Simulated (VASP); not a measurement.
# Ba4Y (Im-3m) in VASP: notebook

Runs on Ba4Y. Level: PBE. Tasks: relaxation of cell and atoms, single point.

Program: VASP 6.6.1. These are calculated values, not measurements. Logs are shortened: lines on timing, memory, paths and dates and some standing lists are left out, and cuts for length are marked.

### Step 1. The cell of the first run

It takes space group Im-3m (No. 229, cubic). Conventional cell: a = 6.909 Å, b = 6.909 Å, c = 6.909 Å, α = 90.00°, β = 90.00°, γ = 90.00°. Ba (site symmetry -3m) is surrounded by 2 Y at 2.99 Å. Y (site symmetry m-3m) is surrounded by 8 Ba at 2.99 Å.

The cell was built by a generator and needn't be a form met in nature.

### Step 2. Relaxation of cell and atoms, PBE (species swapped into the Hg4Pt type (Im-3m, No. 229))

The input, INCAR:

```
SYSTEM = Ba4Y
PREC = Accurate
ENCUT = 600
EDIFF = 1E-7
ISMEAR = 0
SIGMA = 0.1
LREAL = .False.
LASPH = .True.
NELM = 100
ALGO = Normal
ISIF = 3
LWAVE = .False.
LCHARG = .False.
GGA = PE
IBRION = 2
NSW = 90
EDIFFG = -0.04
```

The input, KPOINTS:

```
Automatic mesh
0
Gamma
  4 4 4
  0 0 0
```

The input, POSCAR:

```
Ba4Y
1.0
   -3.4544121400      3.4544121400      3.4544121400
    3.4544121400     -3.4544121400      3.4544121400
    3.4544121400      3.4544121400     -3.4544121400
Ba Y
4 1
Direct
    0.5000000000      0.5000000000      0.5000000000
    0.5000000000      0.0000000000      0.0000000000
    0.0000000000      0.0000000000      0.5000000000
    0.0000000000      0.5000000000      0.0000000000
    0.0000000000      0.0000000000      0.0000000000
```

Potentials or basis: VASP PAW PBE potentials, release 64 (Ba_sv, Y_sv).

The run is started by

```
$ cat potpaw_PBE.64/Ba_sv/POTCAR potpaw_PBE.64/Y_sv/POTCAR > POTCAR
$ mpirun -np 1 vasp_std > vasp.out
```

OUTCAR:

```text
SYSTEM = Ba4Y
   PREC = Accurate
   ENCUT = 600
   EDIFF = 1E-7
   ISMEAR = 0
   LREAL = .False.
   LASPH = .True.
   NELM = 100
   ISIF = 3
   GGA = PE
   IBRION = 2
   NSW = 90
   EDIFFG = -0.04

 ion  position               nearest neighbor table
   1  0.500  0.500  0.500-   5 2.99   5 2.99   4 3.45   2 3.45   2 3.45   4 3.45   3 3.45   3 3.45

   2  0.500  0.000  0.000-   5 2.99   5 2.99   4 3.45   1 3.45   1 3.45   3 3.45   3 3.45   4 3.45

   3  0.000  0.000  0.500-   5 2.99   5 2.99   4 3.45   1 3.45   2 3.45   4 3.45   2 3.45   1 3.45

   4  0.000  0.500  0.000-   5 2.99   5 2.99   3 3.45   1 3.45   2 3.45   3 3.45   1 3.45   2 3.45

   5  0.000  0.000  0.000-   1 2.99   2 2.99   3 2.99   4 2.99   3 2.99   4 2.99   2 2.99   1 2.99

  LATTYP: Found a body centered cubic cell.
 ALAT       =     6.9088242800

  Lattice vectors:

 A1 = (  -3.4544121400,   3.4544121400,   3.4544121400)
 A2 = (   3.4544121400,  -3.4544121400,   3.4544121400)
 A3 = (   3.4544121400,   3.4544121400,  -3.4544121400)

Analysis of symmetry for initial positions (statically):
=====================================================================
 Subroutine PRICEL returns:
 Original cell was already a primitive cell.

 Routine SETGRP: Setting up the symmetry group for a
 body centered cubic supercell.

 Subroutine GETGRP returns: Found 48 space group operations
 (whereof 48 operations were pure point group operations)
 out of a pool of 48 trial point group operations.

The static configuration has the point symmetry O_h .

Analysis of symmetry for dynamics (positions and initial velocities):
=====================================================================
 Subroutine PRICEL returns:
 Original cell was already a primitive cell.

 Routine SETGRP: Setting up the symmetry group for a
 body centered cubic supercell.

 Subroutine GETGRP returns: Found 48 space group operations
 (whereof 48 operations were pure point group operations)
 out of a pool of 48 trial point group operations.

The dynamic configuration has the point symmetry O_h .

 Subroutine INISYM returns: Found 48 space group operations
 (whereof 48 operations are pure point group operations),
 and found     1 'primitive' translations

----------------------------------------------------------------------------------------

                                     Primitive cell

  volume of cell :     164.8855

  direct lattice vectors                    reciprocal lattice vectors
    -3.454412140  3.454412140  3.454412140     0.000000000  0.144742428  0.144742428
     3.454412140 -3.454412140  3.454412140     0.144742428  0.000000000  0.144742428
     3.454412140  3.454412140 -3.454412140     0.144742428  0.144742428  0.000000000

  length of vectors
     5.983217337  5.983217337  5.983217337     0.204696705  0.204696705  0.204696705

  position of ions in fractional coordinates (direct lattice)
     0.500000000  0.500000000  0.500000000
     0.500000000  0.000000000  0.000000000
     0.000000000  0.000000000  0.500000000
     0.000000000  0.500000000  0.000000000
     0.000000000  0.000000000  0.000000000

  ion indices of the primitive-cell ions
   primitive index   ion index
                 1           1
                 2           2
                 3           3
                 4           4
                 5           5

----------------------------------------------------------------------------------------

 KPOINTS: Automatic mesh

Automatic generation of k-mesh.
 Grid dimensions read from file:
 generate k-points for:    4    4    4

 Generating k-lattice:

  Cartesian coordinates                     Fractional coordinates (reciprocal lattice)
     0.000000000  0.036185607  0.036185607     0.250000000  0.000000000  0.000000000
     0.036185607  0.000000000  0.036185607     0.000000000  0.250000000  0.000000000
     0.036185607  0.036185607  0.000000000     0.000000000  0.000000000  0.250000000

  Length of vectors
     0.051174176  0.051174176  0.051174176

  Shift w.r.t. Gamma in fractional coordinates (k-lattice)
     0.000000000  0.000000000  0.000000000

 Subroutine IBZKPT returns following result:
 ===========================================

 Found      8 irreducible k-points:

 Following reciprocal coordinates:
            Coordinates               Weight
  0.000000  0.000000  0.000000      1.000000
  0.250000  0.000000  0.000000     12.000000
  0.500000  0.000000  0.000000      6.000000
  0.250000  0.250000  0.000000     24.000000
  0.250000  0.250000  0.250000      2.000000
 -0.250000  0.250000  0.250000      6.000000
  0.500000  0.500000  0.250000     12.000000
  0.500000  0.500000  0.500000      1.000000
   k-points           NKPTS =      8   k-points in BZ     NKDIM =      8   number of bands    NBANDS=     30
   number of dos      NEDOS =    301   number of ions     NIONS =      5
   total plane-waves  NPLWV = 110592
   dimension x,y,z NGX =    48 NGY =   48 NGZ =   48
   dimension x,y,z NGXF=    96 NGYF=   96 NGZF=   96
   ions per type =               4   1
   NGX,Y,Z   is equivalent  to a cutoff of  13.34, 13.34, 13.34 a.u.
   NGXF,Y,Z  is equivalent  to a cutoff of  26.67, 26.67, 26.67 a.u.
 SYSTEM =  Ba4Y
   PREC   = accura    normal or accurate (medium, high low for compatibility)
   ISTART =      0    job   : 0-new  1-cont  2-samecut
   ICHARG =      2    charge: 1-file 2-atom 10-const
   ISPIN  =      1    spin polarized calculation?
   LNONCOLLINEAR =      F non collinear calculations
   LSORBIT =      F    spin-orbit coupling
   LASPH  =      T    aspherical Exc in radial PAW
   ENCUT  =  600.0 eV  44.10 Ry    6.64 a.u.  11.95 11.95 11.95*2*pi/ulx,y,z
   NELM   =    100;   NELMIN=  2; NELMDL= -5     # of ELM steps
   EDIFF  = 0.1E-06   stopping-criterion for ELM
   LREAL  =      F    real-space projection
   EDIFFG = -.4E-01   stopping-criterion for IOM
   NSW    =     90    number of steps for IOM
   IBRION =      2    ionic relax: 0-MD 1-quasi-New 2-CG
   NFREE  =      1    steps in history (QN), initial steepest desc. (CG)
   ISIF   =      3    stress and relaxation
   ISYM   =      2    0-nonsym 1-usesym 2-fastsym
   POTIM  = 0.5000    time-step for ionic-motion
   TEBEG  =    0.0;   TEEND  =   0.0 temperature during run
   PSTRESS=    0.0 pullay stress
   NELECT =      51.0000    total number of electrons
   NUPDOWN=      -1.0000    fix difference up-down
   EMIN   =  10.00;   EMAX   =-10.00  energy-range for DOS
   EFERMI =   0.00;   METHOD = LEGACY
   ISMEAR =     0;   SIGMA  =   0.10  broadening in eV -4-tet -1-fermi 0-gaus
   EFERMI_NEDOS =   21; number of points for ismear=-14 and -15
   IALGO  =     38    algorithm
   IMIX   =      4    mixing-type and parameters
     AMIX     =   0.40;   BMIX     =  1.00
     AMIX_MAG =   1.60;   BMIX_MAG =  1.00
  volume/ion in A,a.u.               =      32.98       222.54
  Fermi-wavevector in a.u.,A,eV,Ry     =   1.107144  2.092199 16.677581  1.225768
  Thomas-Fermi vector in A             =   2.243654
   LORBIT       =      0    0 simple, 1 ext, 2 COOP (PROOUT), +10 PAW based schemes
   GGA     = PE    functional components
   LHFCALC =     F    Hartree Fock is set to
   AEXX    =    0.0000 exact exchange contribution
   IVDW    =     0    specifies the selected vdW correction
   LEPSILON=     F    determine dielectric tensor
   LRPA    =     F    only Hartree local field effects (RPA)
 conjugate gradient relaxation of ions
 non-spin polarized calculation
 Gauss-broadening in eV      SIGMA  =   0.10
  energy-cutoff  :      600.00
  volume of cell :      164.89
 maximum number of plane-waves:      5594
   NGX = 23   NGY = 23   NGZ = 23

--------------------------------------- Ionic step        1  -------------------------------------------

 number of electron      51.0000002 magnetization

 Free energy of the ion-electron system (eV)
  ---------------------------------------------------
  ext. energy  EPLUGINS =         0.00000000
  ---------------------------------------------------
  free energy    TOTEN  =        -6.78090455 eV

  energy without entropy =       -6.73763757  energy(sigma->0) =       -6.75927106

 E-fermi :   4.0417     XC(G=0):  -9.5922

 val. band max:        4.0383319914   @ k =  -0.2500   0.2500   0.2500
 cond. band min:       4.1207591203   @ k =   0.5000   0.5000   0.2500
 fundamental gap:      0.0824271289
 Fermi energy:         4.0417180494

 k-point     1 :       0.0000    0.0000    0.0000
  band No.  band energies     occupation
      1     -38.0144      2.00000
      2     -24.4712      2.00000
      3     -23.9780      2.00000
      4     -23.9780      2.00000
      5     -23.9780      2.00000
      6     -18.4683      2.00000
[... 22 lines left out ...]
     29       3.2980      2.00000
     30       6.4441      0.00000
[... 368 lines left out ...]
 POSITION                                       TOTAL-FORCE (eV/Angst)
 -----------------------------------------------------------------------------------
      2.31774      2.31774      2.31774        -0.000000     -0.000000      0.000000
     -2.31774      2.31774      2.31774         0.000000      0.000000      0.000000
      6.95322     -2.31774      2.31774        -0.000000      0.000000     -0.000000
      2.31774      6.95322      2.31774         0.000000     -0.000000      0.000000
      4.63548     -4.63548      4.63548        -0.000000      0.000000     -0.000000
 -----------------------------------------------------------------------------------
    total drift:                                0.000000      0.000000     -0.000000

  FREE ENERGIE OF THE ION-ELECTRON SYSTEM (eV)
  ---------------------------------------------------
  free  energy   TOTEN  =       -11.4283508412 eV

  energy  without entropy=      -11.3686394980  energy(sigma->0) =      -11.39849517

--------------------------------------- Ionic step        5  -------------------------------------------

 number of electron      51.0000003 magnetization

 Free energy of the ion-electron system (eV)
  ---------------------------------------------------
  ext. energy  EPLUGINS =         0.00000000
  ---------------------------------------------------
  free energy    TOTEN  =       -11.71963155 eV

  energy without entropy =      -11.66805144  energy(sigma->0) =      -11.69384149

 E-fermi :   1.1640     XC(G=0):  -7.0650

 val. band max:        1.1516485619   @ k =   0.5000   0.0000   0.0000
 cond. band min:       1.1924752678   @ k =   0.5000   0.0000   0.0000
 fundamental gap:      0.0408267059
 Fermi energy:         1.1640195616

 k-point     1 :       0.0000    0.0000    0.0000
  band No.  band energies     occupation
      1     -42.1286      2.00000
      2     -27.8014      2.00000
      3     -27.7656      2.00000
      4     -27.7656      2.00000
      5     -27.7656      2.00000
      6     -22.1075      2.00000
[... 22 lines left out ...]
     29       1.3232      0.02436
     30       2.7268      0.00000
[... 242 lines left out ...]
 VOLUME and BASIS-vectors are now :
 -----------------------------------------------------------------------------
  energy-cutoff  :      600.00
  volume of cell :      332.20
      direct lattice vectors                 reciprocal lattice vectors
    -4.362950581  4.362950581  4.362950581     0.000000000  0.114601344  0.114601344
     4.362950581 -4.362950581  4.362950581     0.114601344  0.000000000  0.114601344
     4.362950581  4.362950581 -4.362950581     0.114601344  0.114601344  0.000000000

 POSITION                                       TOTAL-FORCE (eV/Angst)
 -----------------------------------------------------------------------------------
      2.18148      2.18148      2.18148        -0.000000      0.000000     -0.000000
     -2.18148      2.18148      2.18148        -0.000000     -0.000000      0.000000
      2.18148      2.18148     -2.18148         0.000000      0.000000      0.000000
      2.18148     -2.18148      2.18148         0.000000     -0.000000     -0.000000
      0.00000      0.00000     -0.00000        -0.000000     -0.000000      0.000000
 -----------------------------------------------------------------------------------
    total drift:                                0.000000      0.000000     -0.000000

  FREE ENERGIE OF THE ION-ELECTRON SYSTEM (eV)
  ---------------------------------------------------
  free  energy   TOTEN  =       -11.7196315450 eV

  energy  without entropy=      -11.6680514437  energy(sigma->0) =      -11.69384149

 reached required accuracy - stopping structural energy minimisation
```

It took 7.6 min on 1 thread of Intel Xeon Platinum 8259CL at 2.50GHz (Skylake/Cascade Lake), shared host; peak memory 0.37 GiB.

Results:

* Free energy: -11.7196 eV
* Relaxed volume: 66.44 Å³/atom
* Relaxed cell: a = 7.557 Å, b = 7.557 Å, c = 7.557 Å, α = 109.47°, β = 109.47°, γ = 109.47°
* Space group after relaxing (to 0.05 Å): Im-3m (No. 229)
* Energy gained by relaxing: 987.7 meV/atom
* Ionic steps: 5
* Pressure after relaxing: -0.1 GPa
* Band gap on the k mesh: none (metal or under the smearing width)

Step by step:
| step | energy change (eV) | largest force (eV/Å) | pressure (GPa) | volume (Å³) |
| --- | --- | --- | --- | --- |
| 1 | 0.0000 | 0.0000 | 15.63 | 164.89 |
| 2 | -4.3727 | 0.0000 | 2.90 | 254.21 |
| 3 | -4.8524 | 0.0000 | 0.90 | 297.54 |
| 4 | -4.6474 | 0.0000 | -1.17 | 398.42 |
| 5 | -4.9387 | 0.0000 | -0.07 | 332.20 |

Final structure:
```cif
data_structure
_symmetry_space_group_name_H-M 'P 1'
_symmetry_Int_Tables_number 1
_cell_length_a 7.5569
_cell_length_b 7.5569
_cell_length_c 7.5569
_cell_angle_alpha 109.471
_cell_angle_beta 109.471
_cell_angle_gamma 109.471
_cell_volume 332.20
loop_
_atom_site_label
_atom_site_type_symbol
_atom_site_fract_x
_atom_site_fract_y
_atom_site_fract_z
_atom_site_occupancy
Ba1 Ba 0.50000 0.50000 0.50000 1
Ba2 Ba 0.50000 0.00000 0.00000 1
Ba3 Ba 0.00000 0.00000 0.50000 1
Ba4 Ba 0.00000 0.50000 0.00000 1
Y1 Y 0.00000 0.00000 0.00000 1
```

Caveat: the volume moved by over 15 % at a fixed basis, so the end points are rough.

### Step 3. Single point, PBE (species swapped into the Hg4Pt type (Im-3m, No. 229))

The input, INCAR:

```
PREC     = Accurate       # precision mode
ENCUT    = 520            # plane-wave cutoff, eV
EDIFF    = 1E-6           # SCF threshold, eV
ISMEAR   = 0              # smearing method
SIGMA    = 0.1            # smearing width, eV
LREAL    = False          # projectors in reciprocal space
LASPH    = True           # aspherical terms in the spheres
NELM     = 100            # most SCF steps
ALGO     = Normal         # electronic algorithm
ISIF     = 2              # what is computed and relaxed
LWAVE    = False          # write WAVECAR
LCHARG   = False          # write CHGCAR
GGA      = PE             # functional
NBANDS   = 34             # bands
```

The input, KPOINTS:

```
Automatic mesh
0
Gamma
  4 4 4
```

POSCAR is that of step 2.

Potentials or basis: VASP PAW PBE potentials, release 64 (Ba_sv, Y_sv).

The run is started by

```
$ cat potpaw_PBE.64/Ba_sv/POTCAR potpaw_PBE.64/Y_sv/POTCAR > POTCAR
$ mpirun -np 1 vasp_std > vasp.out
```

Run time: 76 s. Hardware: 1 thread of Intel Xeon Platinum 8259CL at 2.50GHz (Skylake/Cascade Lake), shared host; peak memory 0.34 GiB.

It converged, with:

| Quantity | Value |
| --- | --- |
| Free energy | -6.7805 eV |
| Pressure | 15.6 GPa |
| Band gap on the k mesh | none (metal or under the smearing width) |

Levels at points of the mesh, in eV from the Fermi level:
```
           k point  band 24  band 25  band 26  band 27  band 28  band 29
(0.00, 0.00, 0.00)    -1.67    -0.76    -0.76    -0.74    -0.74    -0.74
(0.50, 0.00, 0.00)    -0.47    -0.37    -0.06    -0.06     0.93     1.26
(0.50, 0.50, 0.50)     0.13     0.13     0.13     0.41     0.41     0.41
```

Caveat: so large a pressure means that the cell lies far from this level's equilibrium, or that cutoff or potentials fall short. The run has no spin-orbit coupling, so splittings on Ba are missing.
